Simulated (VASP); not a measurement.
```
CELL_PARAMETERS angstrom
     11.38294    -2.11421     0.19482
     11.38294     2.11421     0.19482
     10.92806     0.00000     3.82839
ATOMIC_POSITIONS crystal
  Bi 0.39140 0.39140 0.39140
  Bi 0.60860 0.60860 0.60860
  Se 0.00000 0.00000 0.00000
  Se 0.22919 0.22919 0.22919
  Se 0.77081 0.77081 0.77081
```

Computed with RPBE GGA, VASP's PBE PAW potentials (set 64) (plane waves; VASP). Run with 520 eV cut-off, 7×7×7 Γ-centred mesh, tetrahedra with Blöchl corrections, potentials Bi_d Se.

The cores are frozen, which limits the accuracy of field gradients. Without a dispersion term in the relaxation, distances and binding between the weakly bound layers, chains or molecules are unreliable, and so is what depends on them.

Give the principal components of the electric field gradient (V/Å²) and the asymmetry η at each nucleus.

| atom | Vxx | Vyy | Vzz | η |
|---|---|---|---|---|
| Bi1 | -2.1 | -2.1 | 4.3 | 0.00 |
| Bi2 | -2.1 | -2.1 | 4.3 | 0.00 |
| Se3 | -37.0 | -37.0 | 74.1 | 0.00 |
| Se4 | 20.9 | 20.9 | -41.9 | 0.00 |
| Se5 | 20.9 | 20.9 | -41.9 | 0.00 |

The compound is Bi2Se3 in the tetradymite structure. It was relaxed first, which changed the volume by +24 %.
